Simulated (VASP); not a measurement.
# Na3BrO (Pm-3m): formation energy of the defect Br_i (6-fold void), part 7 of 9

How easily does the defect Br_i (6-fold void) form in Na3BrO (Pm-3m)? The host is relaxed first, then a supercell is run with and without the defect. The start is a computed cell from the Materials Project.

VASP 6.6.1, plane waves and PAW; the level of theory is named at each step.

So far. Step 6 (The defect cell, spin collinear, charge 0): After the relaxation Br lies 0.01 Å from the centre of its site, and its nearest atoms are 4 Na at 2.58 to 2.62 Å.

## 7. The defect cell, charge -1

This step: PBEsol; plane waves and PAW (Na, Br, O) (VASP 6.6.1).

This cell carries charge -1, set by NELECT and balanced by a uniform background.

Input file INCAR:

```
SYSTEM = Na36Br13O12
PREC = Normal
ENCUT = 400
EDIFF = 1E-05
NELM = 120
ISMEAR = 0
SIGMA = 0.05
LREAL = Auto
ALGO = Fast
GGA = PS
NELECT = 200
LORBIT = 11
LWAVE = True
LCHARG = .FALSE.
NCORE = 4
IBRION = 2
NSW = 50
ISIF = 2
EDIFFG = -0.03
POTIM = 0.4
MAXMIX = 40
ISYM = 0
```

Input file POSCAR:

```
Na36Br13O12
1.0
    9.0194521558      4.5097260779      0.0000000000
   -9.0194521558      9.0194521558      0.0000000000
    0.0000000000      0.0000000000      9.0194521558
Na Br O
36 13 12
Direct
    0.1666666700      0.1666666700      0.2500000000
    0.5000000000      0.0000000000      0.2500000000
    0.8333333300      0.3333333300      0.2500000000
    0.1666666700      0.4166666700      0.2500000000
    0.5000000000      0.2500000000      0.2500000000
    0.8333333300      0.0833333300      0.2500000000
    0.0000000000      0.2500000000      0.0000000000
    0.3333333300      0.0833333300      0.0000000000
    0.6564661000      0.4154838200      0.9994186800
    0.1666666700      0.1666666700      0.7500000000
    0.5000000000      0.0000000000      0.7500000000
    0.8333333300      0.3333333300      0.7500000000
    0.1666666700      0.4166666700      0.7500000000
    0.5000000000      0.2500000000      0.7500000000
    0.8333333300      0.0833333300      0.7500000000
    0.0000000000      0.2500000000      0.5000000000
    0.3333333300      0.0833333300      0.5000000000
    0.6666666700      0.4166666700      0.5000000000
    0.1666666700      0.6666666700      0.2500000000
    0.5000000000      0.5000000000      0.2500000000
    0.8333333300      0.8333333300      0.2500000000
    0.1666666700      0.9166666700      0.2500000000
    0.5000000000      0.7500000000      0.2500000000
    0.8322406000      0.5809669200      0.2449631600
    0.0036412200      0.7478092100      0.9977097300
    0.3333333300      0.5833333300      0.0000000000
    0.6666666700      0.9166666700      0.0000000000
    0.1666666700      0.6666666700      0.7500000000
    0.5000000000      0.5000000000      0.7500000000
    0.8333333300      0.8333333300      0.7500000000
    0.1666666700      0.9166666700      0.7500000000
    0.5000000000      0.7500000000      0.7500000000
    0.8338719600      0.5811001500      0.7464873300
    0.0000000000      0.7500000000      0.5000000000
    0.3333333300      0.5833333300      0.5000000000
    0.6666666700      0.9166666700      0.5000000000
    0.0000000000      0.0000000000      0.0000000000
    0.3333333300      0.3333333300      0.0000000000
    0.6666666700      0.1666666700      0.0000000000
    0.0000000000      0.0000000000      0.5000000000
    0.3333333300      0.3333333300      0.5000000000
    0.6666666700      0.1666666700      0.5000000000
    0.9987487100      0.4971868600      0.0022148400
    0.3333333300      0.8333333300      0.0000000000
    0.6736843400      0.6716325100      0.9966707800
    0.0000000000      0.5000000000      0.5000000000
    0.3333333300      0.8333333300      0.5000000000
    0.6666666700      0.6666666700      0.5000000000
    0.8347836100      0.5831437300      0.9968993000
    0.0000000000      0.2500000000      0.2500000000
    0.3333333300      0.0833333300      0.2500000000
    0.6644119900      0.4146516200      0.2496731400
    0.0000000000      0.2500000000      0.7500000000
    0.3333333300      0.0833333300      0.7500000000
    0.6676523700      0.4176558600      0.7515579800
    0.9985326700      0.7526926600      0.2472036400
    0.3333333300      0.5833333300      0.2500000000
    0.6666666700      0.9166666700      0.2500000000
    0.0001745300      0.7498128600      0.7505786400
    0.3333333300      0.5833333300      0.7500000000
    0.6666666700      0.9166666700      0.7500000000
```

Input file KPOINTS:

```
Automatic mesh
0
Gamma
1 1 1
0 0 0
```

The projector-augmented-wave data sets are Na, Br and O (PBE family, release 64).

Started as:

```sh
$ mpirun -np 4 vasp_gam
```

Output:

```text
[... set-up lines as in an earlier step ...]
 entering main loop
       N       E                     dE             d eps       ncg     rms          rms(c)
DAV:   1     0.200837376015E+04    0.20084E+04   -0.69736E+04   262   0.106E+03
DAV:   2     0.144312300366E+03   -0.18641E+04   -0.17801E+04   420   0.248E+02
DAV:   3    -0.251430022349E+03   -0.39574E+03   -0.39359E+03   388   0.132E+02
DAV:   4    -0.265816097482E+03   -0.14386E+02   -0.14350E+02   308   0.267E+01
DAV:   5    -0.266274976759E+03   -0.45888E+00   -0.45873E+00   372   0.545E+00BRMIX: very serious problems
 the old and the new charge density differ
 old charge density:   199.00000 new  199.99998
    0.398E+01
RMM:   6    -0.211870261786E+03    0.54405E+02   -0.20534E+02   262   0.241E+01    0.230E+01
RMM:   7    -0.212894475101E+03   -0.10242E+01   -0.41496E+01   293   0.734E+00    0.151E+01
RMM:   8    -0.211586768824E+03    0.13077E+01   -0.35616E+00   264   0.386E+00    0.159E+01
RMM:   9    -0.211421768068E+03    0.16500E+00   -0.83974E+00   295   0.653E+00    0.568E+00
RMM:  10    -0.210545777283E+03    0.87599E+00   -0.34843E+00   297   0.301E+00    0.548E+00
RMM:  11    -0.210566562440E+03   -0.20785E-01   -0.30546E-01   294   0.853E-01    0.339E+00
RMM:  12    -0.210678906620E+03   -0.11234E+00   -0.13501E-01   264   0.744E-01    0.876E+00
RMM:  13    -0.210568813280E+03    0.11009E+00   -0.13798E-01   277   0.730E-01    0.171E+00
RMM:  14    -0.210575098318E+03   -0.62850E-02   -0.21917E-02   283   0.240E-01    0.296E+00
RMM:  15    -0.210569294732E+03    0.58036E-02   -0.40105E-03   304   0.949E-02    0.116E+00
RMM:  16    -0.210568709386E+03    0.58535E-03   -0.10817E-03   287   0.508E-02    0.898E-01
RMM:  17    -0.210568144359E+03    0.56503E-03   -0.40433E-04   263   0.357E-02    0.183E-01
RMM:  18    -0.210568127560E+03    0.16798E-04   -0.66520E-05   224   0.166E-02    0.168E-01
RMM:  19    -0.210568082558E+03    0.45002E-04   -0.11148E-04   234   0.187E-02    0.380E-02
RMM:  20    -0.210568081924E+03    0.63413E-06   -0.78647E-05   220   0.121E-02
   1 F= -.21056808E+03 E0= -.21054110E+03  d E =-.210568E+03
 curvature:   0.00 expect dE= 0.000E+00 dE for cont linesearch  0.000E+00
 trial: gam= 0.00000 g(F)=  0.526E+01 g(S)=  0.000E+00 ort = 0.000E+00 (trialstep = 0.100E+01)
 search vector abs. value=  0.526E+01
 bond charge predicted
       N       E                     dE             d eps       ncg     rms          rms(c)
DAV:   1    -0.214258894987E+03   -0.36908E+01   -0.18791E+02   262   0.187E+01    0.171E+01
RMM:   2    -0.214969410697E+03   -0.71052E+00   -0.14308E+01   292   0.638E+00    0.607E+00
RMM:   3    -0.215575638425E+03   -0.60623E+00   -0.36129E+00   276   0.394E+00    0.761E+00
RMM:   4    -0.215310693642E+03    0.26494E+00   -0.61823E-01   263   0.174E+00    0.619E+00
RMM:   5    -0.215662827233E+03   -0.35213E+00   -0.61933E+00   334   0.354E+00    0.967E+00
RMM:   6    -0.215231286035E+03    0.43154E+00   -0.60127E-01   272   0.138E+00    0.884E+00
RMM:   7    -0.215086912381E+03    0.14437E+00   -0.43118E-01   289   0.986E-01    0.735E+00
RMM:   8    -0.215028082888E+03    0.58829E-01   -0.42049E-02   265   0.396E-01    0.661E+00
RMM:   9    -0.214990108194E+03    0.37975E-01   -0.15281E-02   297   0.195E-01    0.625E+00
RMM:  10    -0.214940282168E+03    0.49826E-01   -0.95309E-03   286   0.133E-01    0.572E+00
RMM:  11    -0.214868892334E+03    0.71390E-01   -0.17069E-02   280   0.156E-01    0.510E+00
RMM:  12    -0.214837733836E+03    0.31158E-01   -0.67286E-03   314   0.102E-01    0.478E+00
RMM:  13    -0.214739512209E+03    0.98222E-01   -0.49162E-02   365   0.268E-01    0.371E+00
RMM:  14    -0.214677207415E+03    0.62305E-01   -0.34056E-02   348   0.211E-01    0.208E+00
RMM:  15    -0.214676781386E+03    0.42603E-03   -0.90866E-04   305   0.504E-02    0.202E+00
RMM:  16    -0.214676700952E+03    0.80435E-04   -0.15283E-04   269   0.201E-02    0.202E+00
RMM:  17    -0.214678713616E+03   -0.20127E-02   -0.78258E-05   222   0.160E-02    0.223E+00
RMM:  18    -0.214673213823E+03    0.54998E-02   -0.27016E-03   384   0.614E-02    0.905E-01
RMM:  19    -0.214674294427E+03   -0.10806E-02   -0.24990E-04   275   0.246E-02    0.932E-01
RMM:  20    -0.214674495424E+03   -0.20100E-03   -0.36046E-05   195   0.105E-02    0.974E-01
RMM:  21    -0.214673020240E+03    0.14752E-02   -0.21158E-04   278   0.208E-02    0.744E-01
RMM:  22    -0.214674193077E+03   -0.11728E-02   -0.97452E-04   366   0.384E-02    0.131E+00
RMM:  23    -0.214673337564E+03    0.85551E-03   -0.11576E-03   351   0.434E-02    0.563E-01
RMM:  24    -0.214675573774E+03   -0.22362E-02   -0.40374E-04   328   0.315E-02    0.123E+00
RMM:  25    -0.214676648503E+03   -0.10747E-02   -0.48645E-05   194   0.119E-02    0.153E+00
RMM:  26    -0.214674231776E+03    0.24167E-02   -0.12490E-04   232   0.140E-02    0.902E-01
RMM:  27    -0.214672742466E+03    0.14893E-02   -0.43440E-04   313   0.253E-02    0.277E-01
RMM:  28    -0.214672658335E+03    0.84131E-04   -0.81473E-05   235   0.197E-02    0.235E-01
RMM:  29    -0.214672773724E+03   -0.11539E-03   -0.12668E-04   256   0.211E-02    0.395E-01
RMM:  30    -0.214673790609E+03   -0.10169E-02   -0.15919E-04   255   0.156E-02    0.913E-01
RMM:  31    -0.214673588057E+03    0.20255E-03   -0.11233E-05   163   0.716E-03    0.838E-01
RMM:  32    -0.214672667775E+03    0.92028E-03   -0.16419E-04   257   0.194E-02    0.410E-01
RMM:  33    -0.214672402628E+03    0.26515E-03   -0.91050E-05   223   0.156E-02    0.770E-02
RMM:  34    -0.214672448744E+03   -0.46116E-04   -0.17070E-05   166   0.858E-03    0.189E-01
RMM:  35    -0.214672466116E+03   -0.17372E-04   -0.27860E-05   173   0.104E-02    0.215E-01
RMM:  36    -0.214672411433E+03    0.54683E-04   -0.15785E-05   166   0.864E-03    0.124E-01
RMM:  37    -0.214672384165E+03    0.27268E-04   -0.15940E-05   175   0.675E-03    0.234E-02
RMM:  38    -0.214672384021E+03    0.14365E-06   -0.19571E-06   141   0.345E-03
   2 F= -.21467238E+03 E0= -.21465589E+03  d E =-.410430E+01
[... from here on, the cycles between the ionic steps are left out ...]
   3 F= -.21711162E+03 E0= -.21711162E+03  d E =-.654354E+01
   4 F= -.21720284E+03 E0= -.21720284E+03  d E =-.663476E+01
   5 F= -.21720671E+03 E0= -.21720671E+03  d E =-.663863E+01
   6 F= -.21759402E+03 E0= -.21759402E+03  d E =-.387306E+00
   7 F= -.21775794E+03 E0= -.21775794E+03  d E =-.551226E+00
   8 F= -.21784607E+03 E0= -.21784607E+03  d E =-.881295E-01
   9 F= -.21792793E+03 E0= -.21792793E+03  d E =-.169993E+00
  10 F= -.21797395E+03 E0= -.21797395E+03  d E =-.460206E-01
  11 F= -.21801074E+03 E0= -.21801074E+03  d E =-.828132E-01
  12 F= -.21804293E+03 E0= -.21804293E+03  d E =-.321931E-01
  13 F= -.21804587E+03 E0= -.21804587E+03  d E =-.351312E-01
  14 F= -.21805857E+03 E0= -.21805857E+03  d E =-.126926E-01
  15 F= -.21806045E+03 E0= -.21806045E+03  d E =-.145728E-01
  16 F= -.21806982E+03 E0= -.21806982E+03  d E =-.937167E-02
  17 F= -.21807119E+03 E0= -.21807119E+03  d E =-.107461E-01
  18 F= -.21807662E+03 E0= -.21807662E+03  d E =-.542881E-02
  19 F= -.21807666E+03 E0= -.21807666E+03  d E =-.546638E-02
  20 F= -.21807978E+03 E0= -.21807978E+03  d E =-.312609E-02
  21 F= -.21807981E+03 E0= -.21807981E+03  d E =-.314773E-02
  22 F= -.21808147E+03 E0= -.21808147E+03  d E =-.166469E-02
  23 F= -.21808148E+03 E0= -.21808148E+03  d E =-.167080E-02
 curvature:  -3.24 expect dE=-0.102E-02 dE for cont linesearch -0.197E-05
 trial: gam= 0.43143 g(F)=  0.314E-03 g(S)=  0.000E+00 ort = 0.262E-04 (trialstep = 0.463E+01)
 search vector abs. value=  0.548E-03
 bond charge predicted
       N       E                     dE             d eps       ncg     rms          rms(c)
DAV:   1    -0.218080451634E+03    0.10151E-02   -0.46366E-01   262   0.180E+00    0.205E-01
RMM:   2    -0.218081851487E+03   -0.13999E-02   -0.16147E-02   262   0.368E-01    0.106E-01
RMM:   3    -0.218082110448E+03   -0.25896E-03   -0.32236E-03   284   0.161E-01    0.573E-02
RMM:   4    -0.218082139241E+03   -0.28793E-04   -0.70158E-04   297   0.703E-02    0.438E-02
RMM:   5    -0.218082133274E+03    0.59668E-05   -0.11034E-04   247   0.275E-02    0.347E-02
RMM:   6    -0.218082130066E+03    0.32082E-05   -0.58595E-05   254   0.185E-02
  24 F= -.21808213E+03 E0= -.21808213E+03  d E =-.653437E-03
 trial-energy change:   -0.000653  1 .order   -0.000735   -0.001506    0.000036
 step:   4.4754(harm=  4.5235)  dis= 0.00459  next Energy=  -218.082131 (dE=-0.654E-03)
 reached required accuracy - stopping structural energy minimisation
 writing wavefunctions
```

It took 5.3 min on 4 MPI ranks of AMD EPYC 7R43, shared host; peak memory 0.81 GiB; 21 min of CPU time.

From OUTCAR (step 7):

```text
NELECT = 200

 ion  position               nearest neighbor table
   1  0.167  0.167  0.250-  50 2.25  51 2.25  38 3.19  41 3.19   5 3.19   4 3.19   7 3.19  16 3.19
                            22 3.19  17 3.19   8 3.19  40 3.19  37 3.19   6 3.19
   2  0.500  0.000  0.250-  51 2.25  58 2.25   6 3.19  22 3.19   5 3.19  23 3.19  27 3.19  36 3.19
                             8 3.19  17 3.19  44 3.19  47 3.19  39 3.19  42 3.19
   3  0.833  0.333  0.250-  50 2.25  52 2.26  43 3.15  24 3.16  42 3.19  39 3.19   5 3.19   6 3.19
                             7 3.19  16 3.19  18 3.19  46 3.19   4 3.19   9 3.25
   4  0.167  0.417  0.250-  57 2.25  50 2.25  43 3.16  35 3.19  26 3.19  20 3.19  46 3.19   1 3.19
                            19 3.19  38 3.19  41 3.19   7 3.19  16 3.19   3 3.19
   5  0.500  0.250  0.250-  52 2.23  51 2.25   9 3.15   3 3.19   1 3.19  38 3.19  39 3.19  41 3.19
                            42 3.19   2 3.19  20 3.19  17 3.19  18 3.19   8 3.19
   6  0.833  0.083  0.250-  58 2.25  50 2.25  27 3.19  36 3.19   2 3.19  37 3.19  40 3.19   3 3.19
                            21 3.19  39 3.19  42 3.19  16 3.19   7 3.19   1 3.19
   7  0.000  0.250  0.000-  50 2.25  53 2.25  43 3.16  39 3.19  38 3.19   1 3.19   3 3.19  10 3.19
                            12 3.19  37 3.19  13 3.19  15 3.19   4 3.19   6 3.19
   8  0.333  0.083  0.000-  51 2.25  54 2.25  22 3.19  31 3.19  37 3.19  38 3.19  44 3.19  11 3.19
                             2 3.19   1 3.19  10 3.19  14 3.19   5 3.19  39 3.19
   9  0.656  0.415  0.999-  55 2.24  52 2.26  49 2.32  38 3.09  29 3.13  20 3.14  14 3.15   5 3.15
                            24 3.18  39 3.21  45 3.22  33 3.24  12 3.24   3 3.25  43 3.27
  10  0.167  0.167  0.750-  53 2.25  54 2.25  38 3.19  41 3.19  14 3.19  13 3.19   7 3.19  16 3.19
                            31 3.19  17 3.19   8 3.19  40 3.19  37 3.19  15 3.19
  11  0.500  0.000  0.750-  54 2.25  61 2.25  15 3.19  31 3.19  27 3.19  14 3.19  32 3.19  36 3.19
                             8 3.19  17 3.19  44 3.19  47 3.19  39 3.19  42 3.19
  12  0.833  0.333  0.750-  53 2.25  55 2.25  33 3.16  43 3.18  42 3.19  39 3.19  14 3.19   7 3.19
                            15 3.19  16 3.19  18 3.19  46 3.19  13 3.19   9 3.24
  13  0.167  0.417  0.750-  60 2.25  53 2.25  26 3.19  35 3.19  29 3.19  46 3.19  10 3.19  28 3.19
[...]
60  0.333  0.583  0.750-  13 2.25  26 2.25  35 2.25  29 2.25  28 2.25  32 2.25
  61  0.667  0.917  0.750-  15 2.25  27 2.25  36 2.25  11 2.25  30 2.25  32 2.25

 E-fermi :   2.1221

 k-point     1 :       0.0000    0.0000    0.0000
  band No.  band energies     occupation
    ...
     96       1.5583      2.00000
     97       1.5754      2.00000
     98       1.5856      2.00000
     99       1.8035      2.00000
    100       1.8917      2.00000
    101       3.5659      0.00000
    102       5.4089      0.00000
    103       5.4118      0.00000
    104       5.7277      0.00000
    105       5.7682      0.00000
    ...

  Total        8.5082748      9.1899751     11.8807045     -0.6550063     -0.0008404     -0.0074050
  in kB       12.3856942     13.3780613     17.2950188     -0.9535080     -0.0012234     -0.0107797
  external PRESSURE =      14.3529248 kB  Pullay stress =       0.0000000 kB

 POSITION                                       TOTAL-FORCE (eV/Angst)
 -----------------------------------------------------------------------------------
      0.01904      2.20161      2.31103        -0.004630      0.001355      0.003042
      4.49054      2.29430      2.31983        -0.007860      0.001874     -0.004817
      4.52654      6.88564      2.13022        -0.000318     -0.000770     -0.001252
     -2.07652      4.50103      2.29705         0.000658     -0.003909     -0.000271
      2.23274      4.47303      2.28992        -0.005624     -0.016705     -0.003321
      6.75248      4.51287      2.30156        -0.004696     -0.009837      0.001676
     -2.09689      2.17882      0.00029         0.011133      0.002230     -0.005254
      2.25401      2.25472      9.01908         0.001459      0.005845     -0.003303
      2.27689      6.44466      9.01650         0.004511      0.014450     -0.001868
      0.01880      2.20124      6.70797        -0.005017      0.000641     -0.001991
      4.49097      2.29406      6.69835        -0.005524      0.000049      0.006342
      4.52571      6.88952      6.88522         0.002429     -0.002438      0.005204
     -2.07468      4.50152      6.72563        -0.000106     -0.004709      0.000944
      2.23428      4.47322      6.72416        -0.007221     -0.019165     -0.000062
      6.75188      4.51159      6.71755        -0.003731      0.005756      0.001692
      6.71547      6.72802      4.50934         0.002337      0.012262     -0.001049
      2.25075      2.25138      4.50831        -0.005162      0.003282     -0.000700
      2.30009      6.54091      4.50713        -0.001925     -0.004170     -0.027322
     -4.52263      6.60001      2.16028         0.007913     -0.002529      0.005643
      0.01876      6.92009      2.17102        -0.015850      0.000889      0.008298
     -0.02888     11.16942      2.13842        -0.005405      0.004204     -0.002180
     -6.74250      9.05252      2.28469        -0.000162     -0.002911      0.005241
     -2.42405      9.03007      2.29067         0.013381      0.002794     -0.009381
      2.24306      9.02207      2.57741        -0.004224     -0.003582      0.002023
[...]
-----------------------------------------------------------------------------------
    total drift:                               -0.067569     -0.004988     -0.039842

  FREE ENERGIE OF THE ION-ELECTRON SYSTEM (eV)
  ---------------------------------------------------
  free  energy   TOTEN  =      -218.0821300661 eV

  energy  without entropy=     -218.0821300661  energy(sigma->0) =     -218.08213007

[... 6 parts as in an earlier step ...]

[... 3 further parts left out ...]
```

The steps of the relaxation (22 of 24):

```tsv
step	energy less that of the first step (eV)	largest force (eV/Å)
1	0.0000	6.9468
2	-4.1043	4.6734
3	-6.5435	1.2753
4	-6.6348	1.1008
5	-6.6386	1.1089
6	-7.0259	0.5627
8	-7.2780	0.2441
9	-7.3598	0.2172
10	-7.4059	0.1809
11	-7.4427	0.1989
12	-7.4749	0.0912
13	-7.4778	0.1232
14	-7.4905	0.0769
15	-7.4924	0.0812
16	-7.5017	0.0462
17	-7.5031	0.0648
19	-7.5086	0.0566
20	-7.5117	0.0416
21	-7.5117	0.0425
22	-7.5134	0.0419
23	-7.5134	0.0386
24	-7.5140	0.0277
```

The atoms that moved most (Å):

```tsv
atom	dx	dy	dz	length
Br43	0.889	-0.041	-0.018	0.890
Br45	-0.880	0.005	0.033	0.880
Na24	-0.023	0.029	0.368	0.370
Na33	-0.032	0.021	-0.323	0.325
Na25	-0.087	0.310	0.013	0.322
Na9	0.103	-0.263	0.002	0.283
Na18	0.045	-0.224	-0.003	0.228
Na34	-0.041	0.220	-0.008	0.224
```

Numbers from this step:

| Property | Result |
| --- | --- |
| electronic cycles | 276 |
| electrons | 200 |
| free energy (TOTEN) | -218.0821 eV |
| Fermi energy | 2.122 eV |

The run ended after 24 ionic steps, 7.514 eV below its first step, once the forces on the free atoms met EDIFFG = -0.03.

After the relaxation Br lies 0.04 Å from the centre of its site, and its nearest atoms are 4 Na at 2.57 to 2.59 Å.

(Part 7 of 9 ends here.)

[Lines on the potential files, build, host, timing and source positions are cut from VASP's logs without a mark.]

[Logs are printed without paths, hosts, clocks, repeated set-up lines and the standing remarks that a program may print on its own settings, such as how far it seeks lower states.]

[Hosts, paths, dates, database ids (printed as entryN), source tags and the programs' standing remarks are cut or masked in the printed files.]

[In band tables of VASP the shares of atoms and orbitals are scaled to a sum of 1 inside the atoms' spheres.]

[Runs that stopped without an error message from VASP are left out.]
